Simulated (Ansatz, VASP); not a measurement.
**Si53Ge13 (amorphous Si0.8Ge0.2): VASP beside Ansatz**

One calculation is typed for both programs; each brings its own data sets. How far apart do they land? The cell is taken from a series of runs on this material, whose earlier steps may have relaxed, scaled, displaced or heated it; both programs get it as it stands.

Program: Ansatz 0.2.0. Level of theory: plane waves, with VASP 6.6.1 beside it; single point at PBEsol. Results are calculated unless marked as measured.

**1. Starting point**

The cell holds 132 atoms: 106 Si and 26 Ge. Cell: a = 14.027 Å, b = 14.027 Å, c = 14.027 Å, α = 90.0°, β = 90.0°, γ = 90.0°. As first built, before any earlier steps moved the atoms (in the runner's words): 132 atoms (106 Si, 26 Ge) placed at random at 2.93 g/cm^3, melted at 3500 K for 10 ps at fixed volume with the Tersoff potential (Tersoff, Phys. Rev. B 39, 5566 (1989)). Quenched from 3500 K to 500 K at 5 K/ps and fixed volume, annealed at 1000 K for 20 ps, held 5 ps.

**2. VASP: single point, PBEsol**

With cell and atoms fixed, the geometry can't cause a difference; cores, projectors, grids and the points listed under the comparison can.

Lines of VASP's logs that name or quote its potential files are left out, and so is its time.

INCAR

```
SYSTEM = Si53Ge13
PREC = Accurate
ENCUT = 500
EDIFF = 1E-06
NELM = 120
ISMEAR = -1
SIGMA = 0.025
LREAL = Auto
ALGO = Normal
GGA = PS
NBANDS = 486
LORBIT = 11
LWAVE = .FALSE.
LCHARG = .FALSE.
ISIF = 2
LASPH = .TRUE.
GGA_COMPAT = .FALSE.
EFERMI = MIDGAP
```

POSCAR

```
Si53Ge13
1.0
   14.0275000000      0.0000000000      0.0000000000
    0.0000000000     14.0275000000      0.0000000000
    0.0000000000      0.0000000000     14.0275000000
Si Ge
106 26
Direct
    0.7343500000      0.0947300000      0.3059800000
    0.5674700000      0.6089300000      0.6688900000
    0.9174200000      0.9273700000      0.5313500000
    0.5705200000      0.3329900000      0.8085300000
    0.4637000000      0.4563900000      0.2755400000
    0.6120300000      0.3446100000      0.0928500000
    0.5012300000      0.8121000000      0.0994900000
    0.2499800000      0.8286700000      0.4448000000
    0.8054100000      0.1436200000      0.9878700000
    0.3662000000      0.9026200000      0.0525000000
    0.7892300000      0.8243000000      0.5477600000
    0.6649200000      0.9163300000      0.4797300000
    0.9420800000      0.4503700000      0.2802200000
    0.1574200000      0.5819200000      0.1266500000
    0.4705700000      0.5084600000      0.4373600000
    0.5671400000      0.6442000000      0.4059500000
    0.8288600000      0.1936700000      0.8284200000
    0.9268200000      0.6790400000      0.8210500000
    0.4558500000      0.0939100000      0.0338500000
    0.3463500000      0.2706300000      0.6366500000
    0.1998500000      0.8549400000      0.2853600000
    0.8477600000      0.0691900000      0.5877800000
    0.5753100000      0.1125000000      0.2476000000
    0.7236100000      0.6389400000      0.7137600000
    0.3213600000      0.6277400000      0.7566100000
    0.4828100000      0.6419100000      0.8074300000
    0.6427500000      0.0382900000      0.8016300000
    0.3670800000      0.8659400000      0.8885300000
    0.0836000000      0.0245000000      0.0066800000
    0.0444000000      0.2775000000      0.7042200000
[... 96 atom lines left out ...]
    0.3029700000      0.3426000000      0.4831300000
    0.1500300000      0.0290200000      0.5888600000
    0.0482400000      0.0710600000      0.3253400000
    0.0714000000      0.3270700000      0.2858100000
    0.0559400000      0.5353300000      0.3738500000
    0.6663200000      0.3731200000      0.3614000000
```

KPOINTS

```
Automatic mesh
0
Gamma
1 1 1
0 0 0
```

PAW data sets: Si and Ge_d (PBE family, release 64).

Command:

```bash
$ export OMP_NUM_THREADS=4
$ mpirun -np 1 vasp_gam
```

Numbers of over 12 decimals in the logs are rounded to 6 here.

The program printed:

```text
[banner, memory and clock lines left out]
running    1 mpi-ranks, on    1 nodes
[...]
Offloading initialized ...    1 GPUs detected
[...]
|                                                                             |
|               ----> ADVICE to this user running VASP <----                  |
|                                                                             |
|     You enforced a specific xc type in the INCAR file but a different       |
|     [... a line on the potential file left out ...]
|     I HOPE YOU KNOW WHAT YOU ARE DOING!                                     |
|                                                                             |

 LDA part: xc-table for (Slater+PW92), standard interpolation
 POSCAR, INCAR and KPOINTS ok, starting setup
[...]
entering main loop
       N       E                     dE             d eps       ncg     rms          rms(c)
DAV:   1     0.144405063528E+05    0.14441E+05   -0.26787E+05  1124   0.276E+03
DAV:   2     0.250274365297E+04   -0.11938E+05   -0.11543E+05   972   0.774E+02
DAV:   3    -0.288617014499E+03   -0.27914E+04   -0.26114E+04  1138   0.244E+02
DAV:   4    -0.701972109184E+03   -0.41336E+03   -0.39359E+03  1240   0.931E+01
[...]
DAV:  17    -0.710822791919E+03   -0.39619E-05   -0.46604E-06  1008   0.551E-03    0.256E-03
DAV:  18    -0.710822793365E+03   -0.14455E-05   -0.17549E-06   792   0.346E-03    0.166E-03
DAV:  19    -0.710822793868E+03   -0.50302E-06   -0.57791E-07   696   0.230E-03
   1 F= -.71082279E+03 E0= -.71081476E+03  d E =-.160643E-01
```

From OUTCAR (step 2):

```text
  FREE ENERGIE OF THE ION-ELECTRON SYSTEM (eV)
  ---------------------------------------------------
  free  energy   TOTEN  =      -710.8227938677 eV

  energy  without entropy=     -710.8067295192  energy(sigma->0) =     -710.81476169
```

The run ends at a pressure of -1.46 GPa, with forces up to 0.040 eV/Å.

**3. Ansatz: single point, PBEsol**

Ansatz runs on its default PAW (the set named soft_2) files.

The same cell, functional, mesh and smearing now go to Ansatz, which takes its cutoff from its data sets.

input.yaml

```yaml
crystal:
  lattice:
    - [14.0275, 0.0, 0.0]
    - [0.0, 14.0275, 0.0]
    - [0.0, 0.0, 14.0275]
  atoms:
    - { symbol: Si, position: [0.73435, 0.09473, 0.30598] }
    - { symbol: Si, position: [0.56747, 0.60893, 0.66889] }
    - { symbol: Si, position: [0.91742, 0.92737, 0.53135] }
    - { symbol: Si, position: [0.57052, 0.33299, 0.80853] }
    - { symbol: Si, position: [0.4637, 0.45639, 0.27554] }
    - { symbol: Si, position: [0.61203, 0.34461, 0.09285] }
    - { symbol: Si, position: [0.50123, 0.8121, 0.09949] }
    - { symbol: Si, position: [0.24998, 0.82867, 0.4448] }
    - { symbol: Si, position: [0.80541, 0.14362, 0.98787] }
    - { symbol: Si, position: [0.3662, 0.90262, 0.0525] }
    - { symbol: Si, position: [0.78923, 0.8243, 0.54776] }
    - { symbol: Si, position: [0.66492, 0.91633, 0.47973] }
    - { symbol: Si, position: [0.94208, 0.45037, 0.28022] }
    - { symbol: Si, position: [0.15742, 0.58192, 0.12665] }
    - { symbol: Si, position: [0.47057, 0.50846, 0.43736] }
    - { symbol: Si, position: [0.56714, 0.6442, 0.40595] }
    - { symbol: Si, position: [0.82886, 0.19367, 0.82842] }
    - { symbol: Si, position: [0.92682, 0.67904, 0.82105] }
    - { symbol: Si, position: [0.45585, 0.09391, 0.03385] }
    - { symbol: Si, position: [0.34635, 0.27063, 0.63665] }
    - { symbol: Si, position: [0.19985, 0.85494, 0.28536] }
    - { symbol: Si, position: [0.84776, 0.06919, 0.58778] }
    - { symbol: Si, position: [0.57531, 0.1125, 0.2476] }
    - { symbol: Si, position: [0.72361, 0.63894, 0.71376] }
    - { symbol: Si, position: [0.32136, 0.62774, 0.75661] }
    - { symbol: Si, position: [0.48281, 0.64191, 0.80743] }
    - { symbol: Si, position: [0.64275, 0.03829, 0.80163] }
    - { symbol: Si, position: [0.36708, 0.86594, 0.88853] }
    - { symbol: Si, position: [0.0836, 0.0245, 0.00668] }
    - { symbol: Si, position: [0.0444, 0.2775, 0.70422] }
[... 96 atom lines left out ...]
    - { symbol: Ge, position: [0.30297, 0.3426, 0.48313] }
    - { symbol: Ge, position: [0.15003, 0.02902, 0.58886] }
    - { symbol: Ge, position: [0.04824, 0.07106, 0.32534] }
    - { symbol: Ge, position: [0.0714, 0.32707, 0.28581] }
    - { symbol: Ge, position: [0.05594, 0.53533, 0.37385] }
    - { symbol: Ge, position: [0.66632, 0.37312, 0.3614] }
kpoints:
  mp_grid: { grid: [1, 1, 1] }
hamiltonian:
  xc: pbesol
scf:
  occupations: { method: fermi_dirac, width: 0.025 }
output:
  forces: true
  stress: true
  populations: true
  dos:
    method: { smearing: { sigma: 0.15 } }
    de: 0.1
    projected: { site_lists: { Ge: [Ge], Si: [Si] } }
  eigenvalues: true
  write_density: true
  write_potential: true
  volumetric_format: npy
  elf: true
```

Command:

```bash
$ ansatz run input.yaml --threads 4 --pin off --max-ram 8192MiB --backend cpu --events-out ev --progress --plain --runs-dir out
```

The program printed:

```text
Engine: ansatz 0.2.0, aarch64-unknown-linux-gnu
Pseudopotentials: kind: paw
Pseudopotential: Si, paw, valence charge 4, recommended cutoff 420 eV (normal), Si.paw.azcp
Pseudopotential: Ge, paw, valence charge 14, recommended cutoff 420 eV (normal), Ge.paw.azcp
Functional definition: PBEsol
  exchange = pbesol_x
  correlation = pbesol_c
Crystal: 132 atoms, lattice volume = 2760.202 Å³
Basis set: ecut = 420 eV, 54171 PW (Γ), exchange–correlation on 192×192×192 points (8 copies of the dense FFT grid, shifted against one another)
Bands: 526, of which v1, the nominal top of the filled ones, is band 394 counted from 1 (393 counted from 0)
Symmetry: 1 space group operations
Space group: P1 (ITA 1), of the structure as read, at distance tolerance 1.4e-4 Å
k-points: 1
Non-local potential: Si, projectors of the file, l = 0: 2, l = 1: 2, l = 2: 2
Non-local potential: Ge, projectors of the file, l = 0: 2, l = 1: 2, l = 2: 3, l = 3: 1
PAW form: soft (Blöchl's): semilocal exchange-correlation on the pseudo side does not see the compensation charge
PAW frozen core: Si, regenerated for the run's functional, and the local potential with it (the file was generated under x = pbe(κ = 0.804, μ = 0.219515), c = pbe(β = 0.066725))
PAW frozen core: Ge, regenerated for the run's functional, and the local potential with it (the file was generated under x = pbe(κ = 0.804, μ = 0.219515), c = pbe(β = 0.066725))
PAW one-centre angular grid: Si, 110 points (default); XC on 64 Gauss nodes
PAW one-centre angular grid: Ge, 590 points (default); XC on 64 Gauss nodes
Initial density: superposition of atomic densities (neutral atoms: chi_scale 0, normalization atom), corrected by the library's trained network
Initial wavefunctions: pseudopotential atomic-orbital guess
Functional: x = pbesol(κ = 0.804, μ = 0.123457), c = pbesol(β = 0.046)
SCF iter   1: F=—  HF=-176442.575037 eV  |F-HF|=—  |Δ(HF+E_count)|=         —  Δρ=3.74e-3  dr2=1.40e0  ethr=1.77e-3  ⟨swp⟩=6.0  Hψ=2196  notcnv=0  defer=44
preconditioner: auto → Resta (q_TF=auto, 2.214 Å⁻¹)  ε∞=5.6  [insulator: Δε(μ)=0.230 eV  Ē_g=7.599 eV  σ=0.025 eV  W_gap=0.98  n_scr=484 (ndim 8)  ℏωp=16.2 eV  f_vac=0.007  D(μ)=2.00/eV (n_scr^D=0)  ε∞_Penn≈5.6]
SCF iter   2: F=—  HF=-176442.381384 eV  |F-HF|=—  |Δ(HF+E_count)|=   1.94e-1  Δρ=1.99e-3  dr2=2.54e-1  ethr=1.78e-4  ⟨swp⟩=2.0  Hψ=612  notcnv=0  defer=101
SCF iter   3: F=—  HF=-176442.332308 eV  |F-HF|=—  |Δ(HF+E_count)|=   4.91e-2  Δρ=4.58e-4  dr2=1.15e-2  ethr=3.23e-5  ⟨swp⟩=2.0  Hψ=703  notcnv=0  defer=112
SCF iter   4: F=—  HF=-176442.331584 eV  |F-HF|=—  |Δ(HF+E_count)|=   7.24e-4  Δρ=1.62e-4  dr2=1.28e-3  ethr=1.46e-6  ⟨swp⟩=2.0  Hψ=808  notcnv=0  defer=112
SCF iter   5: F=—  HF=-176442.331525 eV  |F-HF|=—  |Δ(HF+E_count)|=   5.91e-5  Δρ=7.33e-5  dr2=1.82e-4  ethr=1.62e-7  ⟨swp⟩=2.0  Hψ=808  notcnv=0  defer=112
SCF iter   6: F=—  HF=-176442.331486 eV  |F-HF|=—  |Δ(HF+E_count)|=   3.95e-5  Δρ=2.66e-5  dr2=3.11e-5  ethr=2.31e-8  ⟨swp⟩=2.0  Hψ=808  notcnv=0  defer=112
SCF iter   7: F=—  HF=-176442.332364 eV  |F-HF|=—  |Δ(HF+E_count)|=   8.78e-4  Δρ=7.73e-6  dr2=3.90e-6  ethr=3.95e-9  ⟨swp⟩=2.0  Hψ=903  notcnv=0  defer=112
SCF iter   8: F=—  HF=-176442.332368 eV  |F-HF|=—  |Δ(HF+E_count)|=   4.14e-6  Δρ=2.39e-6  dr2=4.95e-7  ethr=4.95e-10  ⟨swp⟩=2.0  Hψ=683  notcnv=0  defer=112
SCF iter   9: F=-176442.332368 eV  HF=-176442.332368 eV  |F-HF|=2.12e-8  |Δ(HF+E_count)|=   5.45e-7  Δρ=1.10e-6  dr2=9.49e-8  ethr=1.27e-11  ⟨swp⟩=18.0  Hψ=4451  notcnv=0
SCF 1 converged in 9 iterations: F = -176442.332368 eV  dr2 = 9.49e-8
  greatest PAW one-centre occupation: 0.998 electrons in one spin orbital (limit 2), on the Ge atom at site 129 (counted from 0), in its partial waves of l = 2
SCF converged after 9 iterations
Free energy (F): -176442.332368 eV
Harris-Foulkes:  -176442.332368 eV  (|F-HF|=2.12e-8)
Internal energy: -176442.316501 eV  (E = F + TS)
E sigma→0 (E₀):  -176442.324435 eV
Entropy (-TS):   -0.015867 eV (-0.120 meV/atom)
Fermi energy:    6.602678 eV
--- Per-component energies (eV) ---
  E_band       = -3931.116273
  E_kinetic    = 7118.746134
  E_local      = -87800.279791  (includes V_loc(G=0)·N_el)
  E_nonlocal   = 13657.746285
  E_hartree    = 39046.325372
  E_xc         = -7725.944821
  E_vxc        = -6620.905762  (∫ρ·V_xc dr)
  E_paw        = -104321.337637  (= ΣΔE_a)
  E_vpaw       = -8379.081080  (= ΣTr[D̂ρ^β])
  E_aug_tail   = 0.008386  (compensation charges beyond the density's cutoff)
  E_ewald      = -36444.792202
  E_core_change = 27.211771  (= ΣΔE_core)
  E_smearing   = -0.015867  (= −TS)
  E_closure    = 0.000000  (closes the sum)
  Σ components = -176442.332368   (vs F -176442.332368, Δ=0.00e0)
--- Forces (eV/Å), atoms counted from 1 ---
  atom   1  Si     0.00101788    -0.01069941    -0.00437683
  atom   2  Si     0.00153814     0.00517505    -0.00624993
[...]
atom 125  Ge    -0.01334876    -0.00422579     0.01426312
  atom 126  Ge     0.00367557    -0.00322290     0.00248414
  atom 127  Ge     0.00659072     0.00160697    -0.00959363
  atom 128  Ge     0.00161485    -0.00523561     0.00097946
  atom 129  Ge     0.00533604     0.00987806    -0.00015944
  atom 130  Ge     0.00716895     0.01344251    -0.00084872
  atom 131  Ge    -0.00322726    -0.00425029    -0.00836801
  atom 132  Ge     0.00039510    -0.00421511    -0.00511129
  max |Σ_I F_I| component: 4.77e-5 eV/Å
--- Stress (GPa, compression-positive) ---
       -1.067141       0.362525       0.072599
        0.362525      -1.069876      -0.460981
        0.072599      -0.460981      -2.361233
  P = ⅓ Tr σ = -1.4994 GPa (-14.994 kbar)
--- Band table (eV) ---
  k-point 0: bands = [... 390 lower, 6.2749, 6.3967, 6.4647, 6.5154, 6.6880, 6.7586, 6.8628, 6.9553, ... 128 higher]
--- Löwdin populations: 132 sites ---
  site symbol       q [e]
     0     Si      3.9252
     1     Si      3.9434
     2     Si      3.9093
     3     Si      3.9465
     4     Si      3.8863
     5     Si      3.9297
     6     Si      3.9442
     7     Si      3.9486
     8     Si      3.9302
     9     Si      3.9385
    10     Si      3.9634
    11     Si      3.9546
    12     Si      3.9103
    13     Si      3.9311
    14     Si      3.9451
    15     Si      3.9390
    16     Si      3.9535
    17     Si      4.0257
    18     Si      3.9072
    19     Si      3.9459
    20     Si      3.9758
    21     Si      3.9607
    22     Si      3.9811
    23     Si      3.9389
[...]
124     Ge     13.9472
   125     Ge     14.0350
   126     Ge     14.0707
   127     Ge     14.0172
   128     Ge     14.0199
   129     Ge     13.9575
   130     Ge     14.0764
   131     Ge     14.0211
  spilling = 0.006667 (of n_electrons = 788.000000)
```

Reading the cycles: dr2 is the Hartree energy of the density residual (eV), the measure of convergence; HF is the Harris–Foulkes estimate of the energy, which meets the free energy F at convergence.

**4. Comparison**

Known differences besides the potentials themselves: the cutoff is 420 eV in Ansatz and 500 eV in VASP (PREC = Accurate, projectors in real space); Ansatz makes its cores anew for this functional, VASP keeps those of its PBE data sets. Total energies have different zeros and are not compared.

Compared:

| quantity | Ansatz | VASP | difference |
| --- | --- | --- | --- |
| pressure (GPa) | -1.50 | -1.46 | -0.04 |
| gap on the k mesh (eV) | 0.173 | 0.172 | +0.001 |

At this near-relaxed geometry the largest component of a force difference is 17 meV/Å. A gap on the mesh is an upper bound, since the band edges may lie between its points.

**5. Summary of results**

```json
{
 "difference in gap on the k mesh (single point, PBEsol)": "9.4e-4 eV"
}
```

What this shows: The difference in gap on the k mesh is 9.4e-4 eV (single point, PBEsol), within the 0.08 eV picked in this series as the mark of a large difference. How closely two codes agree says nothing of how well the functional describes the real material.

[Lines on the potential files, build, host, timing and source positions are cut from VASP's logs without a mark.]

[Logs are printed without paths, hosts, clocks, repeated set-up lines and the standing remarks that a program may print on its own settings, such as how far it seeks lower states.]

[Hosts, paths, dates, database ids (printed as entryN), source tags and the programs' standing remarks are cut or masked in the printed files.]
